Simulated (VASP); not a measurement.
Wanted: the native input for a VASP 6.6.1 run.

```yaml
Task: relaxation of cell and atoms
Functional: PBE
Potentials_or_basis: VASP PAW PBE potentials, release 64 (Si)
Cutoff: 520 eV
k_mesh: 10 × 10 × 10
Occupations: gaussian, width 0.02 eV
Spin: no spin polarisation
Further_INCAR_settings: ALGO = Normal; EDIFF = 1e-07; AMIX = 0.2; IBRION = 2; EDIFFG = -0.002; NSW = 80; ISIF = 3
```

The structure of Si lies in POSCAR:

```
Si                                      
1.0
    0.0000000000      2.7342400636      2.7342400636
    2.7342400636     -0.0000000000      2.7342400636
    2.7342400636      2.7342400636      0.0000000000
  Si            
     2
Direct
     0.7500000000000000    0.7500000000000000    0.7500000000000000
     0.5000000000000000    0.5000000000000000    0.5000000000000000
```

One way to write it, as run:

INCAR

```
PREC     = Accurate       # precision mode
ENCUT    = 520            # plane-wave cutoff, eV
EDIFF    = 1E-7           # SCF threshold, eV
ISMEAR   = 0              # smearing method
SIGMA    = 0.02           # smearing width, eV
LREAL    = F              # projectors in reciprocal space
LASPH    = T              # aspherical terms in the spheres
NELM     = 80             # most SCF steps
ALGO     = Normal         # electronic algorithm
ISIF     = 3              # what is computed and relaxed
LWAVE    = F              # write WAVECAR
LCHARG   = F              # write CHGCAR
GGA      = PE             # functional
IBRION   = 2              # ionic algorithm
NSW      = 80             # ionic steps
EDIFFG   = -0.002         # ionic threshold
AMIX     = 0.2
```

KPOINTS

```
regular mesh
0
Gamma
  10 10 10
```

Potentials or basis: VASP PAW PBE potentials, release 64 (Si).

The run is started by

```sh
$ cat potpaw_PBE.64/Si/POTCAR > POTCAR
$ mpirun -np 1 vasp_std > vasp.out
```

Results of the run:

| Quantity | Value |
| --- | --- |
| Pressure after relaxing | 0.0 GPa |
| Band gap on the k mesh | 0.62 eV, indirect (least direct gap 2.56 eV) |

Caveat: the relaxation stopped at its first step, so nothing moved.

It took 17 s on 1 thread of AMD EPYC 7R13 Processor (Zen 3), on a shared host, peak memory 0.13 GiB.
